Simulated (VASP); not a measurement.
# MoS2 (P6_3/mmc) in VASP: a series of runs, part 2 of 2

VASP 6.6.1. Earlier steps stand in the parts before.

**3. Relaxation of cell and atoms, PBE+D3(BJ)**

This run uses another cell than the first one, of 17.30 Å³/atom, 0.968 times its volume.

INCAR

```
SYSTEM = MoS2
ALGO = Normal ; EDIFF = 1E-7
EDIFFG = -0.005 ; ENCUT = 600
GGA = PE ; IBRION = 2
ISIF = 3 ; ISMEAR = 0
IVDW = 12 ; KPAR = 2
LASPH = .TRUE. ; LCHARG = .FALSE.
LREAL = .FALSE. ; LWAVE = .FALSE.
NELM = 80 ; NSW = 90
PREC = Accurate ; SIGMA = 0.03
```

KPOINTS

```
k-points
0
G
  12 12 3
  0 0 0
```

POSCAR

```
MoS2                                    
1.0
    3.1487811847      0.0000000000     -0.0000000000
   -1.5743905923      2.7269244969      0.0000000000
    0.0000000000      0.0000000000     12.0885171618
  Mo              S             
     2     4
Direct
     0.3333333332999970    0.6666666667000030    0.2500000000000000
     0.6666666667000030    0.3333333332999970    0.7500000000000000
     0.3333333332999970    0.6666666667000030    0.6205253139512723
     0.6666666667000030    0.3333333332999970    0.1205253139512724
     0.3333333332999970    0.6666666667000030    0.8794746860487277
     0.6666666667000030    0.3333333332999970    0.3794746860487276
```

Potentials or basis: VASP PAW PBE potentials, release 64 (Mo_sv, S).

Run with:

```sh
cat potpaw_PBE.64/Mo_sv/POTCAR potpaw_PBE.64/S/POTCAR > POTCAR
mpirun -np 2 vasp_std > vasp.out
```

OUTCAR:

```text
SYSTEM = MoS2
   EDIFF = 1E-7
   EDIFFG = -0.005
   ENCUT = 600
   GGA = PE
   IBRION = 2
   ISIF = 3
   ISMEAR = 0
   IVDW = 12
   LASPH = .TRUE.
   LREAL = .FALSE.
   NELM = 80
   NSW = 90
   PREC = Accurate
 IVDW          = 12

 ion  position               nearest neighbor table
   1  0.333  0.667  0.250-   4 2.40   6 2.40   4 2.40   6 2.40   4 2.40   6 2.40
   2  0.667  0.333  0.750-   3 2.40   5 2.40   3 2.40   5 2.40   3 2.40   5 2.40
   3  0.333  0.667  0.621-   2 2.40   2 2.40   2 2.40
   4  0.667  0.333  0.121-   1 2.40   1 2.40   1 2.40
   5  0.333  0.667  0.879-   2 2.40   2 2.40   2 2.40
   6  0.667  0.333  0.379-   1 2.40   1 2.40   1 2.40

  LATTYP: Found a hexagonal cell.
 ALAT       =     3.1487811847
 C/A-ratio  =     3.8391099453

  Lattice vectors:

 A1 = (   3.1487811847,   0.0000000000,   0.0000000000)
 A2 = (  -1.5743905923,   2.7269244969,   0.0000000000)
 A3 = (   0.0000000000,   0.0000000000,  12.0885171618)

Analysis of symmetry for initial positions (statically):
=====================================================================
 Subroutine PRICEL returns:
 Original cell was already a primitive cell.

 Routine SETGRP: Setting up the symmetry group for a
 hexagonal supercell.

 Subroutine GETGRP returns: Found 24 space group operations
[... 188 lines left out ...]
      2     -53.5849      2.00000
      3     -27.7498      2.00000
      4     -27.7497      2.00000
      5     -27.5078      2.00000
      6     -27.5078      2.00000
[... 805 lines left out ...]
     30       9.8174      0.00000
     31      10.7021      0.00000

 [... further k-points ...]

------------------------ aborting loop because EDIFF is reached ----------------------------------------

 Edisp (eV)   -2.62633

 E8    (eV) :    -1.0590

  FORCE on cell =-STRESS in cart. coord.  units (eV):
  Direction    XX          YY          ZZ          XY          YZ          ZX
  --------------------------------------------------------------------------------------
  -------------------------------------------------------------------------------------
  Total      -0.00995    -0.00995    -0.01253    -0.00000     0.00000     0.00000
  in kB      -0.15355    -0.15355    -0.19342    -0.00000     0.00000     0.00000
  external pressure =       -0.17 kB  Pullay stress =        0.00 kB

 VOLUME and BASIS-vectors are now :
 -----------------------------------------------------------------------------
  energy-cutoff  :      600.00
  volume of cell :      103.80
      direct lattice vectors                 reciprocal lattice vectors
     3.148781185  0.000000000  0.000000000     0.317583198  0.183356745  0.000000000
    -1.574390592  2.726924497  0.000000000     0.000000000  0.366713490  0.000000000
     0.000000000  0.000000000 12.088517162     0.000000000  0.000000000  0.082723132

 POSITION                                       TOTAL-FORCE (eV/Angst)
 -----------------------------------------------------------------------------------
     -0.00000      1.81795      3.02213        -0.000000      0.000000      0.000000
      1.57439      0.90897      9.06639         0.000000     -0.000000      0.000000
     -0.00000      1.81795      7.50123        -0.000000      0.000000     -0.001953
      1.57439      0.90897      1.45697         0.000000     -0.000000     -0.001953
     -0.00000      1.81795     10.63154        -0.000000      0.000000      0.001953
      1.57439      0.90897      4.58729         0.000000     -0.000000      0.001953
 -----------------------------------------------------------------------------------
    total drift:                               -0.000000      0.000000     -0.000000

  FREE ENERGIE OF THE ION-ELECTRON SYSTEM (eV)
  ---------------------------------------------------
  free  energy   TOTEN  =       -46.1718077955 eV

  energy  without entropy=      -46.1718077955  energy(sigma->0) =      -46.17180780

 reached required accuracy - stopping structural energy minimisation
```

OSZICAR:

```text
N       E                     dE             d eps       ncg     rms          rms(c)
DAV:   1     0.503147645004E+03    0.50315E+03   -0.32012E+04  2572   0.179E+03
DAV:   2    -0.186876183583E+02   -0.52184E+03   -0.51168E+03  2926   0.430E+02
DAV:   3    -0.457895822960E+02   -0.27102E+02   -0.26897E+02  3036   0.854E+01
DAV:   4    -0.464075389506E+02   -0.61796E+00   -0.61590E+00  2883   0.128E+01
DAV:   5    -0.464243323157E+02   -0.16793E-01   -0.16786E-01  3087   0.197E+00    0.349E+01
DAV:   6    -0.442838949020E+02    0.21404E+01   -0.22457E+01  2601   0.251E+01    0.135E+01
DAV:   7    -0.438705908004E+02    0.41330E+00   -0.98615E+00  2629   0.159E+01    0.827E+00
DAV:   8    -0.435419882669E+02    0.32860E+00   -0.15764E+00  3035   0.694E+00    0.299E+00
DAV:   9    -0.435541557591E+02   -0.12167E-01   -0.15243E-01  3306   0.190E+00    0.137E+00
DAV:  10    -0.435455775779E+02    0.85782E-02   -0.70384E-02  2811   0.146E+00    0.319E-01
DAV:  11    -0.435455583575E+02    0.19220E-04   -0.28531E-03  2996   0.303E-01    0.199E-01
DAV:  12    -0.435454703351E+02    0.88022E-04   -0.49250E-04  2986   0.115E-01    0.789E-02
DAV:  13    -0.435454760676E+02   -0.57325E-05   -0.17816E-04  3260   0.708E-02    0.137E-02
DAV:  14    -0.435454773493E+02   -0.12816E-05   -0.14771E-05  2838   0.218E-02    0.149E-02
DAV:  15    -0.435454780419E+02   -0.69268E-06   -0.21525E-06  2868   0.821E-03    0.367E-03
DAV:  16    -0.435454778250E+02    0.21694E-06   -0.11541E-06  2646   0.606E-03    0.661E-04
DAV:  17    -0.435454778919E+02   -0.66923E-07   -0.59963E-08  1941   0.151E-03
   1 F= -.46171808E+02 E0= -.46171808E+02  d E =-.461718E+02
```

Wall time 79 s (2 MPI ranks of Intel Xeon Platinum 8488C (Sapphire Rapids), shared host); peak memory 0.32 GiB.

What came out:

```
Free energy                : -46.1718 eV
Pressure after relaxing    : 0.0 GPa
Band gap on the k mesh     : 0.80 eV, indirect (least direct gap 1.71 eV)
Dispersion energy per atom : -0.438 eV
```

Final structure:
```
Mo S
1.0
     3.14878    0.00000    0.00000
    -1.57439    2.72692    0.00000
     0.00000    0.00000   12.08852
Mo S
2 4
Direct
  0.33333 0.66667 0.25000
  0.66667 0.33333 0.75000
  0.33333 0.66667 0.62053
  0.66667 0.33333 0.12053
  0.33333 0.66667 0.87947
  0.66667 0.33333 0.37947
```

Caveat: the relaxation stopped at its first step, so nothing moved; an odd mesh through Γ misses points on the zone boundary, where band edges often lie. PBE gaps usually lie below the measured ones, often by a third to a half.
